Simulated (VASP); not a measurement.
Given:

```xyz
4
Lattice="3.8759 0.0000 0.0000 0.0000 3.8759 0.0000 0.0000 0.0000 3.8759" Properties=species:S:1:pos:R:3 pbc="T T T"
Ti     0.0000     0.0000     0.0000
Pt     0.0000     1.9380     1.9380
Pt     1.9380     0.0000     1.9380
Pt     1.9380     1.9380     0.0000
```

All values below come from LDA (Ceperley-Alder, Perdew-Zunger) with spin-orbit coupling, VASP's LDA PAW potentials (set 64) (plane waves; VASP). Numerical set-up: 400 eV cut-off, 7×7×7 Γ-centred mesh, Gaussian smearing of 0.050 eV, potentials Ti_sv Pt.

**Question.** Give the energies of bands 35 to 48 at the high-symmetry points, in eV from the Fermi level.

**Answer.** 
```json
[
 {"band": "35", "Γ": "-0.39", "X": "-2.66", "M": "-3.26", "R": "-1.08"},
 {"band": "36", "Γ": "-0.39", "X": "-2.66", "M": "-3.26", "R": "-1.08"},
 {"band": "37", "Γ": "0.07", "X": "-2.62", "M": "-2.51", "R": "-1.08"},
 {"band": "38", "Γ": "0.07", "X": "-2.62", "M": "-2.51", "R": "-1.08"},
 {"band": "39", "Γ": "0.07", "X": "-1.30", "M": "-2.27", "R": "-0.79"},
 {"band": "40", "Γ": "0.07", "X": "-1.30", "M": "-2.27", "R": "-0.79"},
 {"band": "41", "Γ": "1.13", "X": "-0.27", "M": "-2.26", "R": "-0.32"},
 {"band": "42", "Γ": "1.13", "X": "-0.27", "M": "-2.26", "R": "-0.32"},
 {"band": "43", "Γ": "1.13", "X": "-0.23", "M": "0.13", "R": "-0.32"},
 {"band": "44", "Γ": "1.13", "X": "-0.23", "M": "0.13", "R": "-0.32"},
 {"band": "45", "Γ": "1.48", "X": "0.01", "M": "0.23", "R": "-0.25"},
 {"band": "46", "Γ": "1.48", "X": "0.01", "M": "0.23", "R": "-0.25"},
 {"band": "47", "Γ": "1.48", "X": "0.41", "M": "0.32", "R": "0.73"},
 {"band": "48", "Γ": "1.48", "X": "0.41", "M": "0.32", "R": "0.73"}
]
```

It has no gap at this level: it comes out as a metal or semimetal.

The compound is Pt3Ti in the L1_2 structure. It was relaxed first.
